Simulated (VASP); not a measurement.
Write the native input for VASP 6.6.1 that does the following.

```yaml
Task: single point
Functional: r2SCAN
Potentials_or_basis: VASP PAW PBE potentials, release 64 (Rh_pv, N)
Cutoff: 520 eV
k_mesh: 7 × 7 × 7
Occupations: gaussian, width 0.05 eV
Spin: collinear spin, ferromagnetic start
Starting_moments: "[0.6, 0.0] μB"
Fixed_moment: 1 μB
Hubbard_terms: Rh d U = 5 eV
Further_INCAR_settings: ALGO = Normal; EDIFF = 1e-06; NBANDS = 21
```

The structure of RhN lies in POSCAR:

```
RhN
1.0
    0.0000000000      2.4310503900      2.4310503900
    2.4310503900      0.0000000000      2.4310503900
    2.4310503900      2.4310503900      0.0000000000
Rh N
1 1
Direct
    0.0000000000      0.0000000000      0.0000000000
    0.2500000000      0.2500000000      0.2500000000
```

The cell comes from a database or a generator and needn't be the stable form of this composition.

The input as run:

INCAR

```
SYSTEM = RhN
ALGO = Normal ; EDIFF = 1E-6
ENCUT = 520 ; ISIF = 2
ISMEAR = 0 ; ISPIN = 2
LASPH = .TRUE. ; LCHARG = .FALSE.
LDAU = .TRUE. ; LDAUJ = 0 0
LDAUL = 2 -1 ; LDAUPRINT = 1
LDAUTYPE = 2 ; LDAUU = 5 0
LMAXMIX = 4 ; LMIXTAU = .TRUE.
LORBIT = 11 ; LREAL = .FALSE.
LWAVE = .FALSE. ; MAGMOM = 0.6 0
METAGGA = R2SCAN ; NBANDS = 21
NELM = 100 ; NUPDOWN = 1
PREC = Accurate ; SIGMA = 0.05
```

KPOINTS

```
k-points
0
G
  7 7 7
  0 0 0
```

Potentials or basis: VASP PAW PBE potentials, release 64 (Rh_pv, N).

The run is started by

```console
$ cat potpaw_PBE.64/Rh_pv/POTCAR potpaw_PBE.64/N/POTCAR > POTCAR
$ mpirun -np 1 vasp_std > vasp.out
```

Results of the run:

* Pressure: -21.7 GPa
* Net moment: 1.00 μB per cell
* Site moments: Rh +1.27; N -0.21 μB
* Valence electrons inside the program's atomic spheres: Rh 13.64; N 3.55

Caveat: the PAW data sets were made with another functional, which shifts forces and pressure a little; the total moment is fixed, so each spin has its own Fermi level.

Wall time 2 min on 1 thread of Intel(R) Xeon(R) Platinum 8259CL CPU @ 2.50GHz (Skylake/Cascade Lake) (shared host), peak memory 0.19 GiB.
